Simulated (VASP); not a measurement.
Here is the system:

```
CELL_PARAMETERS angstrom
      4.05793     0.00000     0.00000
      0.00000     4.05793     0.00000
      0.00000     0.00000     4.05793
ATOMIC_POSITIONS crystal
  K  0.00000 0.00000 0.00000
  Zn 0.50000 0.50000 0.50000
  F  0.50000 0.00000 0.50000
  F  0.00000 0.50000 0.50000
  F  0.50000 0.50000 0.00000
```

All values below come from PBEsol GGA, VASP's PBE PAW potentials (set 64) (plane waves; VASP). Run with 520 eV cut-off, 6×6×6 Γ-centred mesh, Gaussian smearing of 0.010 eV, potentials K_sv Zn F.

**Question.** Give the electronic dielectric tensor ε∞ (DFPT, local fields included).

**Answer.** 
```
2.40  0.00  0.00
0.00  2.40  0.00
0.00  0.00  2.40
```

**Question.** Give the Born effective charges.

**Answer.** 
```csv
atom,Z*xx,Z*yy,Z*zz,mean
K1,1.20,1.20,1.20,1.20
Zn2,2.30,2.30,2.30,2.30
F3,-0.90,-1.70,-0.90,-1.17
F4,-1.70,-0.90,-0.90,-1.17
F5,-0.90,-0.90,-1.70,-1.17
```

The compound is KZnF3 in the cubic perovskite structure. It was relaxed first.
